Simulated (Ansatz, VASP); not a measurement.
This is a calculation of GaB for VASP 6.6.1.

File POSCAR:

```
GaB
1.0
    2.7182400000      0.0000000000      0.0000000000
    0.0000000000      2.7182400000      0.0000000000
    0.0000000000      0.0000000000      3.2362100000
Ga B
1 1
Direct
    0.5000000000      0.5000000000      0.5000000000
    0.0000000000      0.0000000000      0.0000000000
```

The input INCAR.step1:

```
ALGO     = Normal         # electronic algorithm
EDIFF    = 1E-5           # SCF threshold, eV
ENCUT    = 520            # plane-wave cutoff, eV
GGA      = PE             # functional
ISIF     = 2              # what is computed and relaxed
ISMEAR   = -1             # smearing method
LASPH    = T              # aspherical terms in the spheres
LCHARG   = F              # write CHGCAR
LREAL    = F              # projectors in reciprocal space
LWAVE    = T              # write WAVECAR
NBANDS   = 15             # bands
NELM     = 80             # most SCF steps
PREC     = Accurate       # precision mode
SIGMA    = 0.05           # smearing width, eV
```

File INCAR.step2:

```
AEXX     = 0.15           # exact-exchange fraction
ALGO     = Normal         # electronic algorithm
EDIFF    = 1E-6           # SCF threshold, eV
ENCUT    = 520            # plane-wave cutoff, eV
GGA      = PE             # functional
HFSCREEN = 0.2            # screening, 1/A
ISIF     = 2              # what is computed and relaxed
ISMEAR   = -1             # smearing method
ISTART   = 1            
LASPH    = T              # aspherical terms in the spheres
LCHARG   = F              # write CHGCAR
LHFCALC  = T              # exact exchange
LREAL    = F              # projectors in reciprocal space
LWAVE    = F              # write WAVECAR
NBANDS   = 15             # bands
NELM     = 80             # most SCF steps
PREC     = Accurate       # precision mode
PRECFOCK = Fast         
SIGMA    = 0.05           # smearing width, eV
```

File KPOINTS:

```
k-points
0
Gamma
  5 5 4
```

Potentials or basis: VASP PAW PBE potentials, release 64 (Ga_d, B).

Run with:

```sh
$ cat potpaw_PBE.64/Ga_d/POTCAR potpaw_PBE.64/B/POTCAR > POTCAR
$ cp INCAR.step1 INCAR
$ mpirun -np 1 vasp_std > vasp.out
$ cp INCAR.step2 INCAR
$ mpirun -np 1 vasp_std > vasp.out
```

Task: Translate it to Ansatz 0.2.0. Potentials there: Ansatz PAW.

Result: As run (the cutoff follows the program's own potentials):

input.yaml

```yaml
crystal:
  lattice:
    - [2.71824, 0.0, 0.0]
    - [0.0, 2.71824, 0.0]
    - [0.0, 0.0, 3.23621]
  atoms:
    - { symbol: Ga, position: [0.5, 0.5, 0.5] }
    - { symbol: B, position: [0.0, 0.0, 0.0] }
hamiltonian:
  xc: { exchange: pbe, correlation: pbe, exx: { coeff: 0.15, omega: 0.2 } }
  pseudopotentials: { kind: paw }
kpoints:
  mp_grid: { grid: [5, 5, 4] }
scf:
  occupations: { method: fermi_dirac, width: 0.05 }
output:
  forces: true
  stress: true
  eigenvalues: true
```

Potentials or basis: Ansatz PAW.

The run is started by

```console
$ ansatz run input.yaml --threads 2 --pin off --max-ram 5632MiB --backend cpu --events-out ev --progress --plain --runs-dir out
```

Both were run:

|  | VASP | Ansatz | Ansatz less VASP |
| --- | --- | --- | --- |
| gap on the k mesh at the Fermi level (eV) | none | none | - |
| pressure (GPa) | -3.0 | -3.3 | -0.33 |
| largest component of the traceless stress (GPa) | 1.73 | 1.70 | -0.029 |

A gap of «none» marks a metal or a gap that the smearing closes.

Caveats: the k mesh is coarse (spacing up to 0.49 Å⁻¹), so the values aren't converged, least of all with exact exchange; the PAW data sets were made with another functional, which shifts forces and pressure a little (VASP); the PAW data sets come from PBE, with cores solved anew for the run's functional, which leaves a small shift of forces and pressure (Ansatz); the thresholds are loose for stress (Ansatz).
